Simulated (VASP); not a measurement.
VASP input:

### INCAR
```
# general
SYSTEM  = SrTe
PREC    = Accurate
ENCUT   = 300
LREAL   = F
LASPH   = T

# electronic loop
EDIFF   = 1E-6
NELM    = 100
ALGO    = Normal
LMAXMIX = 4

# smearing
ISMEAR  = -1
SIGMA   = 0.01

# functional
GGA     = PS

# ions
ISIF    = 2

# output
LWAVE   = F
LCHARG  = F
```

### KPOINTS
```
Automatic mesh
0
Gamma
6 6 6
0 0 0
```

POSCAR:
```
SrTe
3.330
  0.0000000000   1.0000000000   1.0000000000
  1.0000000000   0.0000000000   1.0000000000
  1.0000000000   1.0000000000   0.0000000000
Sr Te
1 1
Cartesian
  0.0000000000   0.0000000000   0.0000000000
  1.0000000000   1.0000000000   1.0000000000
```

POTCAR, in this order: Sr_sv Te (PBE.64 set). Program: vasp_std.

Write an equivalent input for Quantum ESPRESSO's pw.x.

One equivalent input (not run):
```
&CONTROL
  calculation = 'scf'
  pseudo_dir = './pseudo'
  outdir = './out'
  tprnfor = .true.
  tstress = .true.
/
&SYSTEM
  ibrav = 0
  nat = 2
  ntyp = 2
  ecutwfc = 82.3
  occupations = 'smearing'
  smearing = 'fermi-dirac'
  degauss = 0.000735
  input_dft = 'pbesol'
/
&ELECTRONS
  conv_thr = 7.3e-08
  electron_maxstep = 100
/
ATOMIC_SPECIES
  Sr 87.620 Sr.upf
  Te 127.600 Te.upf
CELL_PARAMETERS angstrom
     0.0000000    3.3300000    3.3300000
     3.3300000    0.0000000    3.3300000
     3.3300000    3.3300000    0.0000000
ATOMIC_POSITIONS crystal
  Sr   0.0000000  0.0000000  0.0000000
  Te   0.5000000  0.5000000  0.5000000
K_POINTS automatic
  6 6 6 0 0 0
```
Limits of the translation: the potentials are each code's own (VASP's PAW set, PseudoDojo norm-conserving files in pw.x), so ENCUT and ecutwfc are chosen apart and not converted; conv_thr bounds pw.x's estimated SCF error, while EDIFF bounds the energy change between steps.

The structure is a typed SrTe crystal (Fm-3m). The cell was not relaxed at this level.
